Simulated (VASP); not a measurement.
Data:

```
CELL_PARAMETERS angstrom
      5.52674     0.00000     0.00000
      0.00000     5.52674     0.00000
      0.00000     0.00000     5.52674
ATOMIC_POSITIONS crystal
  Cs 0.00000 0.00000 0.00000
  Pb 0.50000 0.50000 0.50000
  Cl 0.50000 0.00000 0.50000
  Cl 0.00000 0.50000 0.50000
  Cl 0.50000 0.50000 0.00000
```

The numbers are results of LDA (Ceperley-Alder, Perdew-Zunger), VASP's LDA PAW potentials (set 64) (plane waves; VASP 6.6.1), not measurements. Numerical set-up: 400 eV cut-off, 5×5×5 Γ-centred mesh, tetrahedra with Blöchl corrections, potentials Cs_sv Pb_d Cl.

The cores are frozen, which limits the accuracy of field gradients.

Question: Give the principal components of the electric field gradient (V/Å²) and the asymmetry η at each nucleus.

Answer: 
| atom | Vxx | Vyy | Vzz | η |
|---|---|---|---|---|
| Cs1 | 0.0 | 0.0 | 0.0 | - |
| Pb2 | 0.0 | 0.0 | 0.0 | - |
| Cl3 | -42.3 | -42.3 | 84.6 | 0.00 |
| Cl4 | -42.3 | -42.3 | 84.6 | 0.00 |
| Cl5 | -42.3 | -42.3 | 84.6 | 0.00 |

The compound is CsPbCl3 in the cubic perovskite structure, the ideal cubic form; the compound distorts at low or room temperature. It was relaxed first.
